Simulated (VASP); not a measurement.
Level of theory: PBE GGA, VASP's PBE PAW potentials (set 64) (plane waves; VASP 6.6.1).

VASP input:

KPOINTS:
```
Automatic
0
gamma
12 12 1
0 0 0
```

### POSCAR
```
MgI2 monolayer
21.4089920
  0.1961795040   0.0000000000   0.0000000000
 -0.0980897520   0.1698964213   0.0000000000
  0.0000000000   0.0000000000   0.9999999846
I Mg
2 1
Cart
  0.0980898501   0.0566320838   0.4217659561
 -0.0000000981   0.1132643375   0.5782340285
  0.1961795040   0.0000000000   0.4999999923
```

**INCAR**
```
ALGO = Normal
EDIFF = 1E-6
ENCUT = 400
GGA = PE
ISMEAR = 0
LASPH = .TRUE.
LCHARG = .FALSE.
LMAXMIX = 4
LORBIT = 11
LREAL = .FALSE.
LVHAR = .TRUE.
LWAVE = .TRUE.
NELM = 100
NELMIN = 4
PREC = Normal
SIGMA = 0.05
SYSTEM = MgI2 monolayer
```

POTCAR, in this order: I Mg (PBE.64 set). Program: vasp_std. Read from the step before: WAVECAR.

What VASP printed:

### OUTCAR
```
 ion  position               nearest neighbor table
   1  0.667  0.333  0.422-   3 2.95   3 2.95   3 2.95
   2  0.333  0.667  0.578-   3 2.95   3 2.95   3 2.95
   3  0.000  0.000  0.500-   1 2.95   2 2.95   2 2.95   1 2.95   1 2.95   2 2.95
  LATTYP: Found a hexagonal cell.
 ALAT       =     4.2000054310
 C/A-ratio  =     5.0973723778
 Subroutine PRICEL returns:
 Original cell was already a primitive cell.
 Subroutine GETGRP returns: Found 12 space group operations
The static configuration has the point symmetry D_3d.
The dynamic configuration has the point symmetry D_3d.
 Subroutine INISYM returns: Found 12 space group operations
 Subroutine IBZKPT returns following result:
 Found     19 irreducible k-points:

 Following reciprocal coordinates:
            Coordinates               Weight
  0.000000  0.000000  0.000000      1.000000
  0.083333 -0.000000  0.000000      6.000000
  0.166667 -0.000000  0.000000      6.000000
  0.250000 -0.000000  0.000000      6.000000
  0.333333 -0.000000  0.000000      6.000000
  0.416667  0.000000  0.000000      6.000000
  0.500000 -0.000000  0.000000      3.000000
  0.083333  0.083333  0.000000      6.000000
  0.166667  0.083333  0.000000     12.000000
  0.250000  0.083333  0.000000     12.000000
  0.333333  0.083333  0.000000     12.000000
  0.416667  0.083333  0.000000     12.000000
  0.166667  0.166667  0.000000      6.000000
  0.250000  0.166667  0.000000     12.000000
  0.333333  0.166667  0.000000     12.000000
  0.416667  0.166667  0.000000      6.000000
  0.250000  0.250000  0.000000      6.000000
  0.333333  0.250000  0.000000     12.000000
  0.333333  0.333333  0.000000      2.000000
   k-points           NKPTS =     19   k-points in BZ     NKDIM =     19   number of bands    NBANDS=     12
   number of dos      NEDOS =    301   number of ions     NIONS =      3
   total plane-waves  NPLWV =  62208
...
```

OSZICAR:
```
       N       E                     dE             d eps       ncg     rms          rms(c)
DAV:   1    -0.773320931903E+01   -0.77332E+01   -0.13751E-04   524   0.205E-01    0.566E-04
DAV:   2    -0.773320927084E+01    0.48195E-07   -0.13422E-08   412   0.122E-03    0.312E-04
DAV:   3    -0.773320929697E+01   -0.26137E-07   -0.40794E-09   348   0.779E-04    0.684E-05
DAV:   4    -0.773320929646E+01    0.50898E-09   -0.60584E-10   292   0.326E-04
   1 F= -.77332093E+01 E0= -.77332093E+01  d E =-.935223E-15
```

File OUTCAR:
```
------------------------ aborting loop because EDIFF is reached ----------------------------------------
  FORCE on cell =-STRESS in cart. coord.  units (eV):
  Direction    XX          YY          ZZ          XY          YZ          ZX
  --------------------------------------------------------------------------------------
  Total        0.0028543      0.0028543     -0.0294682     -0.0000000      0.0000000      0.0000000
  in kB        0.0139822      0.0139822     -0.1443567     -0.0000000      0.0000000      0.0000000
  external PRESSURE =      -0.0387974 kB  Pullay stress =       0.0000000 kB
  volume of cell :      327.06
      direct lattice vectors                 reciprocal lattice vectors
     4.200005431  0.000000000  0.000000000     0.238094930  0.137464182  0.000000000
    -2.100002716  3.637311125  0.000000000     0.000000000  0.274928365  0.000000000
     0.000000000  0.000000000 21.408991670     0.000000000  0.000000000  0.046709346
 POSITION                                       TOTAL-FORCE (eV/Angst)
 -----------------------------------------------------------------------------------
      2.10000      1.21244      9.02958        -0.000000      0.000000      0.007103
     -0.00000      2.42488     12.37941         0.000000      0.000000     -0.007103
      0.00000      0.00000     10.70450        -0.000000      0.000000      0.000000
 -----------------------------------------------------------------------------------
    total drift:                               -0.000000     -0.000000      0.000000
  FREE ENERGIE OF THE ION-ELECTRON SYSTEM (eV)
  ---------------------------------------------------
  free  energy   TOTEN  =        -7.7332092965 eV

  energy  without entropy=       -7.7332092965  energy(sigma->0) =       -7.73320930

 total charge

# of ion       s       p       d       tot
------------------------------------------
    1        1.505   2.819   0.011   4.335
    2        1.505   2.819   0.011   4.335
    3        0.137   0.107   0.026   0.270
--------------------------------------------------
tot          3.147   5.746   0.049   8.941
```
(Selected blocks of OUTCAR.)

**OUTCAR**
```
 val. band max:       -3.7555101182   @ k =   0.0000   0.0000   0.0000

 cond. band min:      -0.1171435435   @ k =   0.5000  -0.0000   0.0000


 Fermi energy:        -3.4957429260

 k-point     1 :       0.0000    0.0000    0.0000
  band No.  band energies     occupation
      1     -15.5009      2.00000
      2     -14.9955      2.00000
      3      -6.6257      2.00000
      4      -4.3375      2.00000
      5      -4.0236      2.00000
      6      -4.0236      2.00000
      7      -3.7555      2.00000
      8      -3.7555      2.00000
      9       0.2269      0.00000
     10       1.1429      0.00000
     11       2.3351      0.00000
     12       2.3379      0.00000

 k-point     2 :       0.0833   -0.0000    0.0000
  band No.  band energies     occupation
      1     -15.4682      2.00000
      2     -14.9758      2.00000
      3      -6.5962      2.00000
      4      -4.4518      2.00000
      5      -4.1797      2.00000
      6      -4.1101      2.00000
      7      -3.9766      2.00000
      8      -3.7670      2.00000
      9       0.4736      0.00000
     10       1.4239      0.00000
     11       2.2776      0.00000
     12       2.3688      0.00000

 k-point     3 :       0.1667   -0.0000    0.0000
  band No.  band energies     occupation
      1     -15.3752      2.00000
      2     -14.9218      2.00000
      3      -6.5287      2.00000
      4      -5.0121      2.00000
      5      -4.4853      2.00000
      6      -4.3041      2.00000
      7      -4.2102      2.00000
      8      -3.8292      2.00000
      9       0.8595      0.00000
     10       1.7207      0.00000
     11       2.3886      0.00000
     12       2.4260      0.00000

 k-point     4 :       0.2500   -0.0000    0.0000
  band No.  band energies     occupation
      1     -15.2376      2.00000
      2     -14.8495      2.00000
      3      -6.5134      2.00000
      4      -5.6590      2.00000
      5      -4.9461      2.00000
      6      -4.5220      2.00000
...
```

Unless said otherwise, spin-orbit coupling is left out, though it shifts the bands of the heavy elements here.

The cell is a sheet with vacuum, built from MgI2 (1T layered).
